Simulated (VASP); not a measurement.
All values below come from PBE GGA with D4 dispersion, VASP's PBE PAW potentials (set 64) (plane waves; VASP).

Input for VASP

File POSCAR:
```
SnTe
3.087160
  0.0000000000   0.9999999808   0.9999999808
  0.9999999808   0.0000000000   0.9999999808
  0.9999999808   0.9999999808   0.0000000000
Sn Te
1 1
Cartesian
  0.0000000000   0.0000000000   0.0000000000
  0.9999999808   0.9999999808   0.9999999808
```

INCAR:
```
ALGO = Normal
EDIFF = 1E-7
ENCUT = 520
GGA = PE
ISIF = 2
ISMEAR = 0
IVDW = 13
LASPH = .TRUE.
LCHARG = .FALSE.
LMAXMIX = 4
LREAL = .FALSE.
LWAVE = .FALSE.
NELM = 100
PREC = Accurate
SIGMA = 0.05
SYSTEM = SnTe
```

**KPOINTS**
```
Automatic mesh
0
Gamma
7 7 7
0 0 0
```

POTCAR, in this order: Sn_d Te (PBE.64 set). Program: vasp_std.

Predict the energy per atom (σ→0), dispersion energy, pressure.

- energy per atom (σ→0): -4.196 eV/atom
- dispersion energy: -0.935 eV
- pressure: 3.24 GPa

**OSZICAR**
```
...
DAV:   9    -0.745719423854E+01   -0.13191E-03   -0.42034E-04   644   0.234E-01    0.627E-02
DAV:  10    -0.745719142527E+01    0.28133E-05   -0.41085E-05   720   0.765E-02    0.290E-02
DAV:  11    -0.745719276553E+01   -0.13403E-05   -0.13161E-05   620   0.419E-02    0.320E-03
DAV:  12    -0.745719283530E+01   -0.69761E-07   -0.14350E-06   716   0.185E-02    0.439E-03
DAV:  13    -0.745719240443E+01    0.43087E-06   -0.17269E-07   510   0.359E-03    0.210E-03
DAV:  14    -0.745719258309E+01   -0.17866E-06   -0.23867E-08   328   0.162E-03    0.401E-04
DAV:  15    -0.745719261501E+01   -0.31917E-07   -0.77070E-09   292   0.129E-03
   1 F= -.83917312E+01 E0= -.83917312E+01  d E =-.428473E-17
```

The compound is SnTe in the rock salt structure, which distorts at low temperature. This cell is one point of a volume scan, at 0.94 of the reference volume.
